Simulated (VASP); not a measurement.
# Mg6Re2H13 (a cell with a defect) in VASP: a series of runs, part 2 of 2

VASP 6.6.1. Earlier steps stand in the parts before.

## 5. Molecular dynamics, PBEsol

File INCAR:

```
PREC = Accurate ; ENCUT = 520
EDIFF = 1E-5 ; ISMEAR = -1
SIGMA = 0.05 ; LREAL = Auto
LASPH = True ; NELM = 100
ALGO = Normal ; ISIF = 2
LWAVE = False ; LCHARG = False
GGA = PS ; NELECT = 40.0
IBRION = 0 ; NSW = 40
POTIM = 0.5 ; TEBEG = 1800.0
TEEND = 1800.0 ; ISYM = 0
NELMIN = 4 ; RANDOM_SEED = 822905 0 0
MDALGO = 1 ; ANDERSEN_PROB = 0.0
```

File KPOINTS:

```
regular mesh
0
Gamma
  2 2 1
```

File POSCAR:

```
Mg6Re2H13
1.0
    4.8243580000      0.0000000000      0.0000000000
   -2.4121790000      4.1780160000      0.0000000000
    0.0000000000      0.0000000000     10.5465420000
Mg Re H
6 2 13
Direct
    0.6666667000      0.3333333000      0.9320203000
    0.3333333000      0.6666667000      0.0679797000
    0.3333333000      0.6666667000      0.4320203000
    0.6666667000      0.3333333000      0.5679797000
    0.0000000000      0.0000000000      0.7500000000
    0.0000000000      0.0000000000      0.2500000000
    0.0000000000      0.0000000000      0.0000000000
    0.0000000000      0.0000000000      0.5000000000
    0.8311982000      0.6623965000      0.4021457000
    0.3376035000      0.1688018000      0.4021457000
    0.8311982000      0.1688018000      0.4021457000
    0.1688018000      0.3376035000      0.5978543000
    0.6623965000      0.8311982000      0.5978543000
    0.1688018000      0.8311982000      0.5978543000
    0.1688018000      0.3376035000      0.9021457000
    0.6623965000      0.8311982000      0.9021457000
    0.8311982000      0.6623965000      0.0978543000
    0.3376035000      0.1688018000      0.0978543000
    0.8311982000      0.1688018000      0.0978543000
    0.6666667000      0.3333333000      0.7500000000
    0.3333333000      0.6666667000      0.2500000000
```

Potentials or basis: VASP PAW PBE potentials, release 64 (Mg, Re, H).

Started as:

```
cat potpaw_PBE.64/Mg/POTCAR potpaw_PBE.64/Re/POTCAR potpaw_PBE.64/H/POTCAR > POTCAR
mpirun -np 1 vasp_std > vasp.out
```

OUTCAR:

```text
PREC = Accurate
   ENCUT = 520
   EDIFF = 1E-5
   ISMEAR = -1
   LREAL = Auto
   LASPH = True
   NELM = 100
   ISIF = 2
   GGA = PS
   NELECT = 40.0
   IBRION = 0
   NSW = 40
   POTIM = 0.5
   TEBEG = 1800.0
   ISYM = 0
   NELMIN = 4

 ion  position               nearest neighbor table
   1  0.667  0.333  0.932-  20 1.92  19 2.22  17 2.22  18 2.22   7 2.88   7 2.88   7 2.88   2 3.13
                             2 3.13   2 3.13   5 3.38   5 3.38   5 3.38
   2  0.333  0.667  0.068-  21 1.92  15 2.22  16 2.22   7 2.88   7 2.88   7 2.88   1 3.13   1 3.13
                             1 3.13   6 3.38   6 3.38   6 3.38
   3  0.333  0.667  0.432-  21 1.92  14 2.22  12 2.22  13 2.22   8 2.88   8 2.88   8 2.88   4 3.13
                             4 3.13   4 3.13   6 3.38   6 3.38   6 3.38
   4  0.667  0.333  0.568-  20 1.92  11 2.22   9 2.22  10 2.22   8 2.88   8 2.88   8 2.88   3 3.13
                             3 3.13   3 3.13   5 3.38   5 3.38   5 3.38
   5  0.000  0.000  0.750-  12 2.14  15 2.14  13 2.14  16 2.14  14 2.14   8 2.64   7 2.64   4 3.38
                             1 3.38   1 3.38   4 3.38   4 3.38   1 3.38
   6  0.000  0.000  0.250-   9 2.14  17 2.14  10 2.14  18 2.14  11 2.14  19 2.14   7 2.64   8 2.64
                             2 3.38   3 3.38   2 3.38   3 3.38   2 3.38   3 3.38
   7  0.000  0.000  0.000-  15 1.75  17 1.75  16 1.75  18 1.75  19 1.75   6 2.64   5 2.64   2 2.88
                             1 2.88   2 2.88   1 2.88   1 2.88   2 2.88
   8  0.000  0.000  0.500-   9 1.75  12 1.75  10 1.75  13 1.75  11 1.75  14 1.75   5 2.64   6 2.64
                             3 2.88   4 2.88   3 2.88   4 2.88   4 2.88   3 2.88
[... 361 lines left out ...]
  ENERGY OF THE ELECTRON-ION-THERMOSTAT SYSTEM (eV)
  ---------------------------------------------------
% ion-electron   TOTEN  =       -81.234411  see above
  kinetic energy EKIN   =         4.597018
  kin. lattice  EKIN_LAT=         0.000000  (temperature 1778.20 K)
  nose potential ES     =         0.000000
  nose kinetic   EPS    =         0.000000
  ---------------------------------------------------
  total energy   ETOTAL =       -76.637393 eV

[... ionic steps 4 to 37 ...]

--------------------------------------- Ionic step       38  -------------------------------------------

 number of electron      39.9999999 magnetization

------------------------ aborting loop because EDIFF is reached ----------------------------------------
[... 125 lines left out ...]
--------------------------------------- Ionic step       40  -------------------------------------------

 number of electron      40.0000000 magnetization

 Free energy of the ion-electron system (eV)
  ---------------------------------------------------
  ext. energy  EPLUGINS =         0.00000000
  ---------------------------------------------------
  free energy    TOTEN  =       -79.08911382 eV

  energy without entropy =      -79.08013389  energy(sigma->0) =      -79.08462385

 E-fermi :   3.6656     XC(G=0):  -9.4386

 val. band max:        3.5071290630   @ k =   0.0000   0.0000   0.0000
 cond. band min:       3.8329810414   @ k =   0.5000  -0.0000   0.0000
 fundamental gap:      0.3258519784
 Fermi energy:         3.6655689263

 k-point     1 :       0.0000    0.0000    0.0000
  band No.  band energies     occupation
      1      -7.6943      2.00000
      2      -6.3865      2.00000
      3      -4.7296      2.00000
      4      -3.6816      2.00000
      5      -3.3452      2.00000
      6      -2.8721      2.00000
[... 179 lines left out ...]
  ENERGY OF THE ELECTRON-ION-THERMOSTAT SYSTEM (eV)
  ---------------------------------------------------
% ion-electron   TOTEN  =       -79.089114  see above
  kinetic energy EKIN   =         2.451460
  kin. lattice  EKIN_LAT=         0.000000  (temperature  948.26 K)
  nose potential ES     =         0.000000
  nose kinetic   EPS    =         0.000000
  ---------------------------------------------------
  total energy   ETOTAL =       -76.637653 eV
```

OSZICAR:

```text
N       E                     dE             d eps       ncg     rms          rms(c)
DAV:   1     0.828433919353E+02    0.82843E+02   -0.15525E+04   440   0.114E+03
[... 247 lines left out ...]
     39 T=   946. E= -.76638264E+02 F= -.79082824E+02 E0= -.79078584E+02  EK= 0.24446E+01 SP= 0.00E+00 SK= 0.00E+00
       N       E                     dE             d eps       ncg     rms          rms(c)
DAV:   1    -0.790887959701E+02   -0.59723E-02   -0.94566E-03   488   0.337E+00    0.798E-02
DAV:   2    -0.790891154817E+02   -0.31951E-03   -0.36374E-03   302   0.414E-01    0.603E-02
DAV:   3    -0.790891174273E+02   -0.19457E-05   -0.12887E-04   400   0.112E-01    0.415E-02
DAV:   4    -0.790891138227E+02    0.36046E-05   -0.21452E-05   244   0.463E-02
     40 T=   948. E= -.76637653E+02 F= -.79089114E+02 E0= -.79084624E+02  EK= 0.24515E+01 SP= 0.00E+00 SK= 0.00E+00
```

CONTCAR:

```text
Mg6Re2H13
   1.00000000000000
     4.8243580000000001    0.0000000000000000    0.0000000000000000
    -2.4121790000000001    4.1780160000000004    0.0000000000000000
     0.0000000000000000    0.0000000000000000   10.5465420000000005
  Mg              Re              H
     6     2    13
Direct
     0.6900834821621599    0.3748600634821553    0.9399947942967490
     0.3426530873951345    0.7096264949687500    0.0492125157914337
     0.2927632855185298    0.6444699398684455    0.4501972423539135
     0.6486003199971828    0.3039965292830786    0.5773043890180692
    -0.0069354760872872    0.0069961203839133    0.7517113625917975
    -0.0610088243140551   -0.0326688869417502    0.2486727132560422
[... 13 lines left out ...]
     0.8711111459811498    0.4073667942868676    0.7740826499834319
     0.4506205602100600    0.7711681839318709    0.2676504702331760

  0.15218494E-02  0.30537183E-02  0.25919440E-02
 -0.19082618E-02  0.75112132E-02 -0.11228185E-01
 -0.48934429E-02 -0.30423992E-02  0.63462557E-02
 -0.57868294E-03 -0.43935103E-02  0.55330438E-02
 -0.21265183E-02  0.17538616E-02  0.22034855E-02
 -0.11754047E-01 -0.60981651E-02  0.15600689E-03
[... 13 lines left out ...]
  0.31439613E-02 -0.75440912E-02 -0.16560606E-01
 -0.11230951E-01 -0.14901646E-01 -0.50034604E-02

           1
  0.500000000000000
  0.10000000E+01  0.00000000E+00  0.00000000E+00  0.00000000E+00
  0.69042393E+00  0.37522551E+00  0.94011768E+00
  0.34290476E+00  0.71052539E+00  0.48680200E-01
  0.29207408E+00  0.64410584E+00  0.45049811E+00
  0.64827745E+00  0.30347074E+00  0.57756670E+00
  0.99294908E+00  0.72060121E-02  0.75181583E+00
  0.93740808E+00  0.96660132E+00  0.24868011E+00
[... 55 lines left out ...]
  0.00000000E+00  0.00000000E+00  0.00000000E+00
  0.00000000E+00  0.00000000E+00  0.00000000E+00
```

It took 13 min on 1 thread of Intel Xeon Platinum 8488C (Sapphire Rapids), shared host; peak memory 0.37 GiB.

The path:
```csv
step,potential energy change (eV),largest force (eV/Å),pressure (GPa),volume (Å³),temperature (K)
1,0.0000,1.0690,4.67,212.58,1808
2,-0.0022,0.9843,4.35,212.58,1809
3,0.0773,0.8962,4.13,212.58,1778
4,0.2337,1.3788,4.02,212.58,1718
5,0.4563,1.9457,4.01,212.58,1632
6,0.7288,2.4807,4.08,212.58,1527
7,1.0300,2.9317,4.22,212.58,1411
8,1.3361,3.2355,4.38,212.58,1293
9,1.6237,3.3624,4.53,212.58,1182
10,1.8731,3.2925,4.66,212.58,1086
11,2.0707,3.0352,4.75,212.58,1010
12,2.2099,2.8681,4.80,212.58,956
13,2.2895,2.8568,4.82,212.58,925
14,2.3128,3.0028,4.82,212.58,916
15,2.2859,3.0960,4.80,212.58,926
16,2.2169,3.1015,4.79,212.58,953
17,2.1155,3.0181,4.81,212.58,992
18,1.9931,2.8512,4.87,212.58,1039
19,1.8617,2.6157,4.99,212.58,1089
20,1.7343,2.6370,5.19,212.58,1138
21,1.6238,2.7167,5.48,212.58,1181
22,1.5428,2.7673,5.85,212.58,1212
23,1.5026,2.7893,6.31,212.58,1227
24,1.5124,2.8046,6.87,212.58,1223
25,1.5780,2.8284,7.51,212.58,1198
26,1.7001,2.8744,8.20,212.58,1150
27,1.8725,2.9628,8.91,212.58,1084
28,2.0805,3.6816,9.60,212.58,1004
29,2.3012,4.3976,10.19,212.58,919
30,2.5055,5.0338,10.66,212.58,841
31,2.6634,5.5153,10.95,212.58,780
32,2.7518,5.7573,11.02,212.58,746
33,2.7613,5.7271,10.87,212.58,742
34,2.7002,5.4152,10.50,212.58,765
35,2.5920,4.8748,9.98,212.58,806
36,2.4671,4.1797,9.36,212.58,854
37,2.3540,3.4241,8.70,212.58,897
38,2.2720,2.8594,8.07,212.58,929
39,2.2289,2.9660,7.43,212.58,946
40,2.2226,3.1414,6.91,212.58,948
```

Caveat: the k mesh is coarse (spacing up to 0.75 Å⁻¹), so the values aren't converged; the cell carries a net charge on a neutralising background, which shifts energy and pressure; the cell is charged against a uniform background, so pressure and absolute levels hang on convention; the PAW data sets were made with another functional, which shifts forces and pressure a little.
